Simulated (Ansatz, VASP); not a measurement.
**Cross-check of InAs between VASP and Ansatz**

One calculation is typed for both programs; each brings its own data sets. How far apart do they land? The cell is taken from a series of runs on this material, whose earlier steps may have relaxed, scaled, displaced or heated it; both programs get it as it stands.

Main program and level: Ansatz 0.2.0; plane waves, with VASP 6.6.1 beside it; zone-centre phonons at LDA.

## (1) The starting structure

Symmetry: F-43m, No. 216, cubic system. Conventional cell: a = 5.920 Å, b = 5.920 Å, c = 5.920 Å, α = 90.00°, β = 90.00°, γ = 90.00°. In has 4 As at 2.56 Å nearest. As has 4 In at 2.56 Å nearest. Farther neighbours are not listed.

## (2) Ansatz: zone-centre phonons, LDA

Ansatz runs on norm-conserving files, of PseudoDojo where its log says so.

Second derivatives magnify differences that forces hide, and they need a tight electronic threshold.

The input, input.yaml:

```yaml
crystal:
  lattice:
    - [-2.9597904486, 0.0, 2.9597904486]
    - [0.0, 2.9597904486, 2.9597904486]
    - [-2.9597904486, 2.9597904486, 0.0]
  atoms:
    - { symbol: In, position: [0.0, 0.0, 0.0] }
    - { symbol: As, position: [0.25, 0.25, 0.25] }
kpoints:
  mp_grid: { grid: [10, 10, 10] }
hamiltonian:
  xc: lda
  pseudopotentials: { kind: nc, accuracy: standard }
scf:
  occupations: { method: gaussian, width: 0.27211 }
output:
  eigenvalues: true
phonons:
  method: dfpt
  qmesh: [2, 2, 2]
  temperatures: { t_max: 1000, t_step: 50 }
  qpath:
    path:
      - [[0.0, 0.0, 0.0], [0.0, 0.5, 0.5], [0.0, 0.625, 0.375]]
      - [[-0.375, 0.375, 0.0], [0.0, 0.0, 0.0], [0.0, 0.5, 0.0], [-0.25, 0.5, 0.25], [0.0, 0.5, 0.5]]
    npoints: 10
```

On the command line:

```console
$ ansatz run input.yaml --threads 4 --pin off --max-ram 8192MiB --backend cpu --events-out ev --progress --plain --runs-dir out
```

Log:

```text
Warning: phonons: the dynamical matrix that this run interpolates holds no multipole term above the dipole-dipole one, and a site of this crystal is no centre of inversion, so its interpolated transverse optical and acoustic branches and sound speeds can stay off near Gamma, and the density of states and the thermodynamics with them. What a run solves at a wave vector of phonons.qpoints, Gamma apart, where the deck admits one, is free of this, and under fd what a larger phonons.supercell samples
Engine: ansatz 0.2.0, aarch64-unknown-linux-gnu
Pseudopotentials: kind: nc
Pseudopotential: In, nc, valence charge 13, recommended cutoff 952.398519 eV (normal), In.nc.azcp (PseudoDojo's, or run here from an input of PseudoDojo's; its table is named by hamiltonian.pseudopotentials.accuracy)
Pseudopotential: As, nc, valence charge 15, recommended cutoff 1088.45545 eV (normal), As.nc.azcp (PseudoDojo's, or run here from an input of PseudoDojo's; its table is named by hamiltonian.pseudopotentials.accuracy)
Functional definition: SPW92
  exchange = slater_x
  correlation = pw_c
Crystal: 2 atoms, lattice volume = 51.858 Å³
Basis set: ecut = 1088.45545 eV, 4279 PW (Γ), exchange–correlation on 96×96×96 points (8 copies of the dense FFT grid, shifted against one another)
Bands: 18, of which v1, the nominal top of the filled ones, is band 14 counted from 1 (13 counted from 0)
Symmetry: 24 space group operations
k-points: 47 of 1000 (time reversal used)
Non-local potential: In, projectors of the file, l = 0: 2, l = 1: 2, l = 2: 2
Non-local potential: As, projectors of the file, l = 0: 2, l = 1: 2, l = 2: 2
Initial density: superposition of atomic densities (chi_scale 0.1, normalization cell, long waves kept (reshape's long-wave potential 0.00 eV rms))
Initial wavefunctions: pseudopotential atomic-orbital guess
Functional: x = slater, c = lda
SCF iter   1: F=—  HF=-4686.952216 eV  |F-HF|=—  |Δ(HF+E_count)|=         —  Δρ=3.13e-2  dr2=3.82e-1  ethr=3.10e-3  ⟨swp⟩=6.0  Hψ=4226  notcnv=0
preconditioner: auto → none  [insulator: Δε(μ)=1.037 eV  Ē_g=15.027 eV  σ=0.272 eV  W_gap=0.84  n_scr=14 (ndim 8)  ℏωp=21.9 eV  f_vac=0.002  D(μ)=0.02/eV (n_scr^D=0)  ε∞_Penn≈3.1]
SCF iter   2: F=—  HF=-4686.835744 eV  |F-HF|=—  |Δ(HF+E_count)|=   1.16e-1  Δρ=1.28e-2  dr2=6.18e-2  ethr=1.36e-3  ⟨swp⟩=1.0  Hψ=1222  notcnv=0
SCF iter   3: F=—  HF=-4686.818351 eV  |F-HF|=—  |Δ(HF+E_count)|=   1.74e-2  Δρ=2.19e-3  dr2=1.12e-3  ethr=2.21e-4  ⟨swp⟩=2.0  Hψ=1098  notcnv=0
SCF iter   4: F=—  HF=-4686.818346 eV  |F-HF|=—  |Δ(HF+E_count)|=   4.29e-6  Δρ=6.52e-4  dr2=2.34e-4  ethr=4.01e-6  ⟨swp⟩=2.3  Hψ=1542  notcnv=0
SCF iter   5: F=—  HF=-4686.818284 eV  |F-HF|=—  |Δ(HF+E_count)|=   6.25e-5  Δρ=1.91e-4  dr2=1.96e-5  ethr=8.35e-7  ⟨swp⟩=2.4  Hψ=1239  notcnv=0
SCF iter   6: F=—  HF=-4686.818281 eV  |F-HF|=—  |Δ(HF+E_count)|=   3.06e-6  Δρ=5.47e-5  dr2=1.54e-6  ethr=7.01e-8  ⟨swp⟩=2.9  Hψ=1583  notcnv=0
SCF iter   7: F=—  HF=-4686.818163 eV  |F-HF|=—  |Δ(HF+E_count)|=   1.18e-4  Δρ=8.38e-6  dr2=2.51e-8  ethr=5.52e-9  ⟨swp⟩=2.6  Hψ=1551  notcnv=0
SCF iter   8: F=—  HF=-4686.818163 eV  |F-HF|=—  |Δ(HF+E_count)|=   5.76e-9  Δρ=7.95e-7  dr2=3.09e-10  ethr=8.96e-11  ⟨swp⟩=3.4  Hψ=1830  notcnv=0
SCF iter   9: F=-4686.818163 eV  HF=-4686.818163 eV  |F-HF|=9.09e-13  |Δ(HF+E_count)|=  1.00e-10  Δρ=1.61e-7  dr2=5.25e-12  ethr=1.00e-12  ⟨swp⟩=10.7  Hψ=7517  notcnv=0
SCF 1 converged in 9 iterations: F = -4686.818163 eV  dr2 = 5.25e-12
Initial density: read from a saved state, or passed on in memory by an earlier SCF of this step, an earlier step, the calling program or the single point that the run made first
iter 1 solved again at ethr=9.15e-8 eV; its pass at ethr=3.10e-3 eV (dr2=2.56e-5 eV) is discarded
SCF iter   1: F=—  HF=-4686.818267 eV  |F-HF|=—  |Δ(HF+E_count)|=         —  Δρ=1.12e-6  dr2=1.38e-10  ethr=9.15e-8  ⟨swp⟩=6.1  Hψ=8500  notcnv=0
eigensolver tolerance schedule: the retry pair's looser diagonalisation over-reported the residual by 186241.42 of it (diagonalisation noise at an unbounded share of the residual, at the tolerance the schedule requests for it); recorded, not acted on — ethr = c·dr2/N_el stays at c = 1.0e-1
preconditioner: auto → none  [insulator: Δε(μ)=0.930 eV  Ē_g=14.953 eV  σ=0.272 eV  W_gap=0.89  n_scr=14 (ndim 8)  ℏωp=21.9 eV  f_vac=0.071  D(μ)=0.02/eV (n_scr^D=0)  ε∞_Penn≈3.1]
SCF iter   2: F=—  HF=-4686.818163 eV  |F-HF|=—  |Δ(HF+E_count)|=   1.04e-4  Δρ=7.87e-7  dr2=1.02e-10  ethr=1.00e-12  ⟨swp⟩=5.9  Hψ=3401  notcnv=0
SCF iter   3: F=—  HF=-4686.818163 eV  |F-HF|=—  |Δ(HF+E_count)|=  2.82e-11  Δρ=4.90e-7  dr2=3.07e-11  ethr=1.00e-12  ⟨swp⟩=1.0  Hψ=846  notcnv=0
SCF iter   4: F=—  HF=-4686.818163 eV  |F-HF|=—  |Δ(HF+E_count)|=  1.27e-11  Δρ=3.60e-7  dr2=1.81e-11  ethr=1.00e-12  ⟨swp⟩=1.0  Hψ=849  notcnv=0
SCF iter   5: F=-4686.818163 eV  HF=-4686.818163 eV  |F-HF|=1.82e-12  |Δ(HF+E_count)|=  4.55e-12  Δρ=1.35e-7  dr2=1.77e-12  ethr=1.00e-12  ⟨swp⟩=6.5  Hψ=3689  notcnv=0
SCF 2 converged in 5 iterations: F = -4686.818163 eV  dr2 = 1.77e-12
k-points: 171 of 1000 (irreducible under 4 space group operations, time reversal used)
iter 1 solved again at ethr=1.25e-7 eV; its pass at ethr=3.10e-3 eV (dr2=3.51e-5 eV) is discarded
SCF iter   1: F=—  HF=-4686.817650 eV  |F-HF|=—  |Δ(HF+E_count)|=         —  Δρ=3.82e-6  dr2=1.20e-8  ethr=1.25e-7  ⟨swp⟩=5.7  Hψ=27694  notcnv=0  defer=335
eigensolver tolerance schedule: the retry pair's looser diagonalisation over-reported the residual by 2929.21 of it (diagonalisation noise at 0.13 of the residual, at the tolerance the schedule requests for it); recorded, not acted on — ethr = c·dr2/N_el stays at c = 1.0e-1
preconditioner: auto → none  [insulator: Δε(μ)=0.000 eV  Ē_g=14.953 eV  n_scr=14 (ndim 8)  ℏωp=21.9 eV  f_vac=0.071  ε∞_Penn≈3.1]
SCF iter   2: F=—  HF=-4686.817538 eV  |F-HF|=—  |Δ(HF+E_count)|=   1.12e-4  Δρ=1.40e-6  dr2=1.14e-9  ethr=4.27e-11  ⟨swp⟩=4.7  Hψ=8641  notcnv=1  defer=333
SCF iter   3: F=-4686.817538 eV  HF=-4686.817538 eV  |F-HF|=1.46e-11  |Δ(HF+E_count)|=  3.42e-10  Δρ=5.96e-7  dr2=6.62e-11  ethr=1.00e-12  ⟨swp⟩=10.1  Hψ=18439  notcnv=0
WARN: a fill by count may have filled part of one level: at k-index 0 the highest filled band, 8.684952 eV, and the lowest empty band, 8.684952 eV, stand 0.000e0 eV apart, within the solve's uncertainty, 1.000e-5 eV. If they are one level, whatever splits it, however little, can move the result. A smearing (`scf.occupations.method` with a `width`) well over the split that the run's distortions make, where the deck ca [...]
SCF 3 converged in 3 iterations: F = -4686.817538 eV  dr2 = 6.62e-11
NSCF: frozen V_eff on 47 k-points
NSCF: frozen V_eff on 102 k-points
DFPT response loops at q = (0, 0, 0) (fractional): preconditioner auto → Kerker (q_TF=auto, 2.462 Å⁻¹) (partly filled bands, converged f_vac=0.071); β = 1.00, the filter's whole step (`scf.mixing.beta` (0.50) is not read by the response loops under this deck's `scf.mixing.preconditioner`; to damp them name `kerker` or `kerker_dos`, under which they read `scf.mixing.beta`, and type it under 1.00, their step now; both keys bind the ground state too); Broyden in place of MSR1
NSCF: frozen V_eff on 564 k-points
DFPT response loops at q = (0, 0, -0.5) (fractional): mixed as the last ones told, above
NSCF: frozen V_eff on 342 k-points
DFPT response loops at q = (0, -0.5, -0.5) (fractional): mixed as the last ones told, above
SCF converged after 9 iterations
Free energy (F): -4686.818163 eV
Harris-Foulkes:  -4686.818163 eV  (|F-HF|=9.09e-13)
Internal energy: -4686.817329 eV  (E = F + TS)
E sigma→0 (E₀):  -4686.817746 eV
Entropy (-TS):   -0.000834 eV (-0.417 meV/atom)
Fermi energy:    8.918479 eV
--- Per-component energies (eV) ---
  E_band       = -294.674277
  E_kinetic    = 3204.236005
  E_local      = -3746.605322  (includes V_loc(G=0)·N_el)
  E_nonlocal   = -1783.818849
  E_hartree    = 1390.937791
  E_xc         = -1174.053859
  E_vxc        = -750.361730  (∫ρ·V_xc dr)
  E_ewald      = -2577.513096
  E_smearing   = -0.000834  (= −TS)
  E_closure    = -0.000000  (closes the sum)
  Σ components = -4686.818163   (vs F -4686.818163, Δ=0.00e0)
--- Band table (eV; the first three rows and the last of 47) ---
  k-point 0: bands = [... 10 lower, -3.6886, 8.5744, 8.6850, 8.6850, 8.6850, 12.5499, 12.5499, 12.5499]
  k-point 1: bands = [... 10 lower, -3.5707, 7.1323, 8.5395, 8.5395, 9.7001, 12.6367, 12.7575, 12.7575]
  k-point 2: bands = [... 10 lower, -3.2370, 5.5414, 8.2171, 8.2171, 9.9864, 13.1653, 13.1653, 13.3511]
  k-point 46: bands = [... 10 lower, -1.3324, 2.6126, 5.4872, 5.5402, 12.2508, 12.6504, 14.5055, 15.1904]
--- Phonons (Γ-DFPT): 2 representative perturbations + reference (Σ response iterations 5) ---
  ASR residual: 1.606e-4 → 0.000e0 eV/Å²; symmetrization residual: 1.078e-4 eV/Å²
  ASR residual per site (eV/Å²): 1.14e-4 1.61e-4
  Γ frequencies (cm⁻¹): 0.00 0.00 0.00 230.43 230.43 230.43
--- Phonons (arbitrary-q DFPT): 3 irreducible q on the 2×2×2 mesh ---
  q = [0.0000, 0.0000, 0.0000] (star 1, of the zone-centre solve; hermiticity 2.44e-5, symmetrization 1.06e-14): -0.00 -0.00 0.00 230.43 230.43 230.43
  q = [0.0000, 0.0000, -0.5000] (star 4, 2 solved perturbations on 282 of 1000 k-point pairs; hermiticity 1.43e-7, symmetrization 7.88e-13, the responses' own estimated error 3.6e-4 eV/Å²): 35.89 35.89 156.11 223.42 232.86 232.86
  q = [0.0000, -0.5000, -0.5000] (star 3, 4 solved perturbations in 546 linear systems a pass and spin channel, the states on 171 of 1000 k-point pairs; hermiticity 4.45e-7, symmetrization 5.42e-13, the responses' own estimated error 3.7e-4 eV/Å²): 41.81 41.81 178.40 211.22 235.10 235.10
  sum rule: each row above includes the acoustic sum rule's correction from the zone centre's row sums; it moved no ω² by more than (0.76 cm⁻¹)²
  mesh force constants: q→R imaginary residual 1.83e-17; ASR residual 1.606e-4 → 0.000e0 eV/Å²; symmetrization residual 5.329e-15 eV/Å²
  interpolated dispersion: 62 rows × 6 modes
  density of states and harmonic sums: on the 18×18×18 q-mesh, interpolated from the force constants of a 2×2×2 supercell (no non-analytic term)
  largest difference from the sums on the solved wave vectors: F 6.37e-2 eV, S 9.60e-5 and C_V 3.23e-5 eV/K
  zero-point energy: 0.057411 eV/cell   skipped modes (ω ≤ 0): 3   left out of the sums: 8.57e-5 of the cell's modes: C_V's classical limit lies that fraction below 3 k_B per atom; for a crystal, a wire or a layer, F and S can be off by more, and a phonons.interpolated_qmesh denser along its periods is the remedy for the sampling
```

In the SCF lines HF is the Harris–Foulkes energy and dr2 the Hartree energy of the density residual, in eV; the loop may stop once dr2 is under the threshold and the program's other checks hold. Hψ counts applications of the Hamiltonian.

(Part 1 of 2 ends here.)

[Lines on the potential files, build, host, timing and source positions are cut from VASP's logs without a mark.]

[Logs are printed without paths, hosts, clocks, repeated set-up lines and the standing remarks that a program may print on its own settings, such as how far it seeks lower states.]

[Hosts, paths, dates, database ids (printed as entryN), source tags and the programs' standing remarks are cut or masked in the printed files.]
